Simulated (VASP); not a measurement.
Data:

```xyz
4
Lattice="3.9984 0.0000 0.0000 0.0000 3.9984 0.0000 0.0000 0.0000 3.9984" Properties=species:S:1:pos:R:3 pbc="T T T"
Ti     0.0000     0.0000     0.0000
Pt     0.0000     1.9992     1.9992
Pt     1.9992     0.0000     1.9992
Pt     1.9992     1.9992     0.0000
```

Method: PBE GGA + U (Dudarev), VASP's PBE PAW potentials (set 64) (plane waves; VASP). Run with 400 eV cut-off, 7×7×7 Γ-centred mesh, first-order Methfessel-Paxton smearing of 0.10 eV, potentials Ti_sv Pt, U − J: Ti 3.00 eV.

### Question
Give the stress tensor in GPa (positive for a compressed cell).

### Answer

```
-6.48   0.00   0.00
 0.00  -6.48   0.00
 0.00   0.00  -6.48
```
The pressure is its mean diagonal, -6.48 GPa.

The compound is Pt3Ti in the L1_2 structure. The cell was not relaxed at this level. The run is one of a series of settings (LDAU = .TRUE., LDAUJ = 0 0, LDAUL = 2 -1, LDAUTYPE = 2, LDAUU = 3.0 0 against the base run), some of them coarse on purpose.
